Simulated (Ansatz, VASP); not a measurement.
## RbP11 (RbP11 (P2_1/m)) in two plane-wave programs

Wanted: the spread between two codes on one cell, functional and k mesh. The structure shown is the start of the Ansatz relaxation below; VASP solves that cell, so the two are compared at the walk's first step.

Main program and level: Ansatz 0.2.0; plane waves, with VASP 6.6.1 beside it; single point at r2SCAN.

## (1) The structure

The cell holds 48 atoms: 4 Rb and 44 P. Its edges and angles: a = 6.712 Å, b = 9.739 Å, c = 18.368 Å, α = 90.0°, β = 94.6°, γ = 90.0°.

## (2) Ansatz: relaxation, r2SCAN

Ansatz runs on its PAW soft_1 files.

The two programs are compared at the cell with which this relaxation starts, whose forces are those of its first step.

Input file input.yaml:

```yaml
crystal:
  lattice:
    - [6.7121328, 0.0, 0.0]
    - [0.0, 9.7389419, 0.0]
    - [-1.4670382, 0.0, 18.3093567]
  atoms:
    - { symbol: Rb, position: [0.07513279, 0.4715896, 0.66726029] }
    - { symbol: Rb, position: [0.92486721, 0.5284104, 0.33273971] }
    - { symbol: Rb, position: [0.92486721, 0.9715896, 0.33273971] }
    - { symbol: Rb, position: [0.07513279, 0.0284104, 0.66726029] }
    - { symbol: P, position: [0.14670021, 0.40463345, 0.08719388] }
    - { symbol: P, position: [0.85329979, 0.59536655, 0.91280612] }
    - { symbol: P, position: [0.85329979, 0.90463345, 0.91280612] }
    - { symbol: P, position: [0.14670021, 0.09536655, 0.08719388] }
    - { symbol: P, position: [0.19801831, 0.75, 0.22275573] }
    - { symbol: P, position: [0.80198169, 0.25, 0.77724427] }
    - { symbol: P, position: [0.31267877, 0.91124645, 0.06152727] }
    - { symbol: P, position: [0.68732123, 0.08875355, 0.93847273] }
    - { symbol: P, position: [0.68732123, 0.41124645, 0.93847273] }
    - { symbol: P, position: [0.31267877, 0.58875355, 0.06152727] }
    - { symbol: P, position: [0.25289621, 0.75, 0.45944118] }
    - { symbol: P, position: [0.74710379, 0.25, 0.54055882] }
    - { symbol: P, position: [0.65706667, 0.75, 0.95652147] }
    - { symbol: P, position: [0.34293333, 0.25, 0.04347853] }
    - { symbol: P, position: [0.21737402, 0.36735622, 0.20580743] }
    - { symbol: P, position: [0.78262598, 0.63264378, 0.79419257] }
    - { symbol: P, position: [0.78262598, 0.86735622, 0.79419257] }
    - { symbol: P, position: [0.21737402, 0.13264378, 0.20580743] }
    - { symbol: P, position: [0.2626031, 0.75, 0.57628528] }
    - { symbol: P, position: [0.7373969, 0.25, 0.42371472] }
    - { symbol: P, position: [0.12354599, 0.75, 0.10689188] }
    - { symbol: P, position: [0.87645401, 0.25, 0.89310812] }
    - { symbol: P, position: [0.45991599, 0.91226083, 0.42759078] }
    - { symbol: P, position: [0.54008401, 0.08773917, 0.57240922] }
    - { symbol: P, position: [0.54008401, 0.41226083, 0.57240922] }
    - { symbol: P, position: [0.45991599, 0.58773917, 0.42759078] }
    - { symbol: P, position: [0.51699121, 0.75, 0.21993388] }
    - { symbol: P, position: [0.48300879, 0.25, 0.78006612] }
    - { symbol: P, position: [0.37882026, 0.75, 0.87374417] }
    - { symbol: P, position: [0.62117974, 0.25, 0.12625583] }
    - { symbol: P, position: [0.54537857, 0.40418979, 0.20621905] }
    - { symbol: P, position: [0.45462143, 0.59581021, 0.79378095] }
    - { symbol: P, position: [0.45462143, 0.90418979, 0.79378095] }
    - { symbol: P, position: [0.54537857, 0.09581021, 0.20621905] }
    - { symbol: P, position: [0.30799375, 0.4117356, 0.47612926] }
    - { symbol: P, position: [0.69200625, 0.5882644, 0.52387074] }
    - { symbol: P, position: [0.69200625, 0.9117356, 0.52387074] }
    - { symbol: P, position: [0.30799375, 0.0882644, 0.47612926] }
    - { symbol: P, position: [0.58552782, 0.91290493, 0.1404756] }
    - { symbol: P, position: [0.41447218, 0.08709507, 0.8595244] }
    - { symbol: P, position: [0.41447218, 0.41290493, 0.8595244] }
    - { symbol: P, position: [0.58552782, 0.58709507, 0.1404756] }
    - { symbol: P, position: [0.58215635, 0.75, 0.59467761] }
    - { symbol: P, position: [0.41784365, 0.25, 0.40532239] }
basis:
  ecutwfc: 500
  xc_grid: 2
hamiltonian:
  xc: r2scan
  pseudopotentials: { kind: paw, azcp: { folder: soft_1 } }
kpoints:
  mp_grid: { grid: [4, 3, 2] }
scf:
  occupations: { method: fermi_dirac, width: 0.01 }
  max_iter: 150
output:
  forces: true
  stress: true
relax:
  f_tol: 0.01
  max_steps: 60
  cell: {}
checkpoint:
  write: "../r2scan.run"
  compress: false
  write_wavefunctions: false
  write_every: 100000
```

The run is started by

```console
$ ansatz run input.yaml --threads 4 --pin off --max-ram 6594MiB --backend cpu --events-out ev --progress --plain --runs-dir out
```

Numbers of over 12 decimals in the logs are rounded to 6 here.

Log:

```text
Engine: ansatz 0.2.0, aarch64-unknown-linux-gnu
Pseudopotentials: kind: paw
Pseudopotential: Rb, paw, valence charge 9, recommended cutoff 500 eV (meta_gga), soft_1/Rb.paw.azcp
Pseudopotential: P, paw, valence charge 5, recommended cutoff 500 eV (meta_gga), soft_1/P.paw.azcp
Functional definition: r2SCAN
  parameter k0 = 0.174
  parameter k1 = 0.065
  parameter a1 = 4.9479
  exchange = r2scan_x(k0 = k0, k1 = k1, a1 = a1)
  correlation = r2scan_c
Crystal: 48 atoms, lattice volume = 1196.866 Å³
Basis set: ecut = 500 eV, 30393 PW (Γ), exchange–correlation on 100×144×270 points (8 copies of the dense FFT grid, shifted against one another)
Bands: 176, of which v1, the nominal top of the filled ones, is band 128 counted from 1 (127 counted from 0)
Symmetry: 4 space group operations
Space group: P21/m (ITA 11), of the structure as read, at distance tolerance 1.1e-4 Å
k-points: 12 of 24
Non-local potential: Rb, projectors of the file, l = 0: 3, l = 1: 2, l = 2: 2
Non-local potential: P, projectors of the file, l = 0: 2, l = 1: 2, l = 2: 1
PAW form: soft (Blöchl's): semilocal exchange-correlation on the pseudo side does not see the compensation charge
PAW frozen core: Rb, regenerated for the run's functional (the file was generated under x = pbe(κ = 0.804, μ = 0.219515), c = pbe(β = 0.066725))
PAW frozen core: P, regenerated for the run's functional (the file was generated under x = pbe(κ = 0.804, μ = 0.219515), c = pbe(β = 0.066725))
PAW one-centre angular grid: Rb, 302 points (default); XC on 160 Gauss nodes
PAW one-centre angular grid: P, 302 points (default); XC on 160 Gauss nodes
Initial density: superposition of atomic densities (chi_scale 0.1, normalization cell, long waves 77 % of neutral atoms (reshape's long-wave potential 1.77 eV rms, cloud 3.27 Å wide))
Initial wavefunctions: pseudopotential atomic-orbital guess
Functional: x = r2scan, c = r2scan; τ floored in thin density (d = 2e-4 eV/Å³)
SCF iter   1: F=—  HF=-46527.102867 eV  |F-HF|=—  |Δ(HF+E_count)|=         —  Δρ=3.62e-2  dr2=2.51e1  dr2_τ=5.95e-1  ethr=3.10e-3  ⟨swp⟩=9.5  Hψ=12985  notcnv=0  defer=158
preconditioner: auto → Resta (q_TF=auto, 2.110 Å⁻¹)  ε∞=3.8  [insulator: Δε(μ)=0.731 eV  Ē_g=10.051 eV  σ=0.010 eV  W_gap=1.00  n_scr=184 (ndim 8)  ℏωp=16.9 eV  f_vac=0.000  D(μ)=0.00/eV (n_scr^D=0)  ε∞_Penn≈3.8]
SCF iter   2: F=—  HF=-46524.373593 eV  |F-HF|=—  |Δ(HF+E_count)|=    2.73e0  Δρ=2.06e-2  dr2=5.13e0  dr2_τ=8.50e-2  ethr=3.10e-3  ⟨swp⟩=3.8  Hψ=3879  notcnv=0  defer=490
SCF iter   3: F=—  HF=-46523.962573 eV  |F-HF|=—  |Δ(HF+E_count)|=   4.11e-1  Δρ=8.15e-3  dr2=1.43e0  dr2_τ=1.92e-2  ethr=2.01e-3  ⟨swp⟩=4.0  Hψ=2454  notcnv=0  defer=154
automatic band count: iteration 3 solves 148 bands in place of 176: the levels show a gap, and the empty bands left out lie too high to hold charge; the band table lists the bands solved (type scf.n_extra_bands for more)
SCF iter   4: F=—  HF=-46523.829569 eV  |F-HF|=—  |Δ(HF+E_count)|=   1.33e-1  Δρ=1.57e-3  dr2=5.25e-2  dr2_τ=1.76e-3  ethr=5.58e-4  ⟨swp⟩=3.7  Hψ=3453  notcnv=0  defer=162
SCF iter   5: F=—  HF=-46523.839465 eV  |F-HF|=—  |Δ(HF+E_count)|=   9.90e-3  Δρ=5.82e-4  dr2=6.48e-3  dr2_τ=1.88e-4  ethr=2.05e-5  ⟨swp⟩=4.1  Hψ=3215  notcnv=0  defer=162
SCF iter   6: F=—  HF=-46523.842106 eV  |F-HF|=—  |Δ(HF+E_count)|=   2.64e-3  Δρ=1.20e-4  dr2=5.43e-4  dr2_τ=1.09e-5  ethr=2.53e-6  ⟨swp⟩=2.0  Hψ=3228  notcnv=0  defer=162
SCF iter   7: F=—  HF=-46523.842234 eV  |F-HF|=—  |Δ(HF+E_count)|=   1.28e-4  Δρ=4.06e-5  dr2=6.03e-5  dr2_τ=1.55e-6  ethr=2.12e-7  ⟨swp⟩=2.6  Hψ=2986  notcnv=0  defer=162
SCF iter   8: F=—  HF=-46523.842102 eV  |F-HF|=—  |Δ(HF+E_count)|=   1.32e-4  Δρ=1.22e-5  dr2=3.95e-6  dr2_τ=8.76e-8  ethr=2.35e-8  ⟨swp⟩=2.2  Hψ=2787  notcnv=0  defer=162
SCF iter   9: F=—  HF=-46523.842104 eV  |F-HF|=—  |Δ(HF+E_count)|=   1.43e-6  Δρ=3.68e-6  dr2=3.50e-7  dr2_τ=1.46e-8  ethr=1.54e-9  ⟨swp⟩=2.8  Hψ=2993  notcnv=0  defer=162
SCF iter  10: F=-46523.842104 eV  HF=-46523.842104 eV  |F-HF|=1.96e-9  |Δ(HF+E_count)|=   8.80e-8  Δρ=1.09e-6  dr2=2.62e-8  dr2_τ=8.83e-10  ethr=3.91e-11  ⟨swp⟩=6.0  Hψ=8119  notcnv=0
SCF 1 converged in 10 iterations: F = -46523.842104 eV  dr2 = 2.62e-8
  greatest PAW one-centre occupation: 0.974 electrons in one spin orbital (limit 2), on the Rb atom at site 3 (counted from 0), in its partial waves of l = 0
relax step   1: F+E_penalty+E_count = -46523.84210359 eV  Δ(F+E_penalty+E_count) = +0.000e0 eV  max|allowed force component| = 1.227e-1 eV/Å  Δτ_max = 0.0000 Å  P = +0.478 GPa  Ω = 1196.866 Å³  (10 SCF iters, dr2 threshold 1.00e-7 eV, accepted)
Crystal: 48 atoms, lattice volume = 1200.527 Å³
Basis set: ecut = 500 eV, 30517 PW (Γ), exchange–correlation on 100×144×270 points (8 copies of the dense FFT grid, shifted against one another)
Initial density: handed on by an earlier stage of this run
Initial wavefunctions: those handed on with the density
[...]
relax step   5: F+E_penalty+E_count = -46523.86117730 eV  Δ(F+E_penalty+E_count) = -3.595e-4 eV  max|allowed force component| = 6.748e-3 eV/Å  Δτ_max = 0.0000 Å  P = -0.012 GPa  Ω = 1200.969 Å³  stress off target by 2.28e-2 GPa  SCF on the basis re-selected at this cell (its energy is not comparable with the rows above)  (6 SCF iters)
basis re-selected at this cell: Δ(F+E_penalty+E_count) = -3.595e-4 eV, ΔP = +0.000 GPa vs the last step (what re-selecting the basis moved, of the pressure what is left beyond the Pulay correction that the steps carried, after the strain that the cell walked since its last selection, with what the two solves' SCF thresholds leave and, on support functions, any second-order correction that the steps lacked; it is no m [...]
SCF converged after 6 iterations
Free energy (F): -46523.861177 eV
Harris-Foulkes:  -46523.861177 eV  (|F-HF|=3.64e-11)
Internal energy: -46523.861177 eV  (E = F + TS)
E sigma→0 (E₀):  -46523.861177 eV
Fermi energy:    4.903276 eV
--- Per-component energies (eV) ---
  E_band       = -700.209741
  E_kinetic    = 3740.215450
  E_local      = -7221.026915  (includes V_loc(G=0)·N_el)
  E_nonlocal   = 2137.524092
  E_hartree    = 2214.023054
  E_xc         = -3466.022789
  E_vxc        = -3448.131901  (∫ρ·V_xc dr)
  E_paw        = -35462.615139  (= ΣΔE_a)
  E_vpaw       = -502.386758  (= ΣTr[D̂ρ^β])
  E_aug_tail   = -0.000044  (compensation charges beyond the density's cutoff)
  E_vtau       = 165.550055  (kinetic-family band-sum trace: ∫τ·v_τ [+ j·A + Jᵃ·Aᵃ] dr)
  E_ewald      = -8461.374117
  E_core_change = -4.584770  (= ΣΔE_core)
  E_smearing   = -0.000000  (= −TS)
  E_closure    = 0.000000  (closes the sum)
  Σ components = -46523.861177   (vs F -46523.861177, Δ=0.00e0)
--- Forces (eV/Å), atoms counted from 1 ---
  atom   1  Rb     0.00420600    -0.00181870    -0.00113353
  atom   2  Rb    -0.00420600     0.00181870     0.00113353
  atom   3  Rb    -0.00420600    -0.00181870     0.00113353
  atom   4  Rb     0.00420600     0.00181870    -0.00113353
  atom   5  P      0.00291840    -0.00103647    -0.00203598
  atom   6  P     -0.00291840     0.00103647     0.00203598
  atom   7  P     -0.00291840    -0.00103647     0.00203598
  atom   8  P      0.00291840     0.00103647    -0.00203598
  atom   9  P      0.00328021     0.00000000    -0.00559484
  atom  10  P     -0.00328021    -0.00000000     0.00559484
  atom  11  P      0.00163246     0.00141623     0.00408713
  atom  12  P     -0.00163246    -0.00141623    -0.00408713
  atom  13  P     -0.00163246     0.00141623    -0.00408713
  atom  14  P      0.00163246    -0.00141623     0.00408713
  atom  15  P      0.00300129     0.00000000     0.00243967
  atom  16  P     -0.00300129    -0.00000000    -0.00243967
  atom  17  P     -0.00525908    -0.00000000    -0.00463820
  atom  18  P      0.00525908     0.00000000     0.00463820
  atom  19  P      0.00113370     0.00052918    -0.00305928
  atom  20  P     -0.00113370    -0.00052918     0.00305928
  atom  21  P     -0.00113370     0.00052918     0.00305928
  atom  22  P      0.00113370    -0.00052918    -0.00305928
  atom  23  P      0.00275325    -0.00000000    -0.00527200
  atom  24  P     -0.00275325     0.00000000     0.00527200
[...]
atom  41  P     -0.00299644     0.00101651    -0.00081435
  atom  42  P      0.00299644    -0.00101651     0.00081435
  atom  43  P     -0.00185065     0.00116280     0.00084504
  atom  44  P      0.00185065    -0.00116280    -0.00084504
  atom  45  P      0.00185065     0.00116280    -0.00084504
  atom  46  P     -0.00185065    -0.00116280     0.00084504
  atom  47  P     -0.00078431    -0.00000000    -0.00224352
  atom  48  P      0.00078431     0.00000000     0.00224352
  max |Σ_I F_I| component: 1.73e-18 eV/Å
--- Stress (GPa, compression-positive) ---
       -0.012781      -0.000000       0.002278
       -0.000000      -0.001744      -0.000000
        0.002278      -0.000000      -0.022315
  P = ⅓ Tr σ = -0.0123 GPa (-0.123 kbar)
--- Relaxed structure (4 steps of the walk, 4 accepted, 1 SCFs on fresh bases) ---
  F+E_penalty+E_count = -46523.86117730 eV   max|allowed force component| = 6.748e-3 eV/Å   (the final SCF, on the basis selected at the relaxed cell)
  cell:  # Å, volume = 1200.9690 Å³
    - [6.728704, 0.0, -0.00306777]
    - [0.0, 9.755457, 0.0]
    - [-1.479028, 0.0, 18.296532]
  atoms:
    - { symbol: Rb, position: [0.077293, 0.470843, 0.666554] }
    - { symbol: Rb, position: [0.922707, 0.529157, 0.333446] }
    - { symbol: Rb, position: [0.922707, 0.970843, 0.333446] }
    - { symbol: Rb, position: [0.077293, 0.029157, 0.666554] }
    - { symbol: P, position: [0.144247, 0.404531, 0.087802] }
    - { symbol: P, position: [0.855753, 0.595469, 0.912198] }
    - { symbol: P, position: [0.855753, 0.904531, 0.912198] }
    - { symbol: P, position: [0.144247, 0.095469, 0.087802] }
    - { symbol: P, position: [0.195478, 0.75, 0.223728] }
    - { symbol: P, position: [0.804522, 0.250000, 0.776272] }
    - { symbol: P, position: [0.310341, 0.911136, 0.061882] }
    - { symbol: P, position: [0.689659, 0.088864, 0.938118] }
    - { symbol: P, position: [0.689659, 0.411136, 0.938118] }
    - { symbol: P, position: [0.310341, 0.588864, 0.061882] }
    - { symbol: P, position: [0.252443, 0.75, 0.459348] }
    - { symbol: P, position: [0.747557, 0.250000, 0.540652] }
    - { symbol: P, position: [0.658794, 0.75, 0.956058] }
    - { symbol: P, position: [0.341206, 0.250000, 0.043942] }
    - { symbol: P, position: [0.214754, 0.367467, 0.206921] }
    - { symbol: P, position: [0.785246, 0.632533, 0.793079] }
    - { symbol: P, position: [0.785246, 0.867467, 0.793079] }
    - { symbol: P, position: [0.214754, 0.132533, 0.206921] }
    - { symbol: P, position: [0.262726, 0.75, 0.576610] }
    - { symbol: P, position: [0.737274, 0.250000, 0.423390] }
    - { symbol: P, position: [0.120550, 0.75, 0.107426] }
    - { symbol: P, position: [0.879450, 0.250000, 0.892574] }
    - { symbol: P, position: [0.459911, 0.912118, 0.427327] }
    - { symbol: P, position: [0.540089, 0.087882, 0.572673] }
[...]
- { symbol: P, position: [0.692305, 0.911678, 0.523990787533] }
    - { symbol: P, position: [0.307695, 0.088322, 0.476009] }
    - { symbol: P, position: [0.583195, 0.912862, 0.141283] }
    - { symbol: P, position: [0.416805, 0.087138, 0.858717] }
    - { symbol: P, position: [0.416805, 0.412862, 0.858717] }
    - { symbol: P, position: [0.583195, 0.587138, 0.141283] }
    - { symbol: P, position: [0.582550, 0.75, 0.595222] }
    - { symbol: P, position: [0.417450, 0.250000, 0.404778] }
```

[end of part 1 of 2]

[Lines on the potential files, build, host, timing and source positions are cut from VASP's logs without a mark.]

[Logs are printed without paths, hosts, clocks, repeated set-up lines and the standing remarks that a program may print on its own settings, such as how far it seeks lower states.]

[Hosts, paths, dates, database ids (printed as entryN), source tags and the programs' standing remarks are cut or masked in the printed files.]
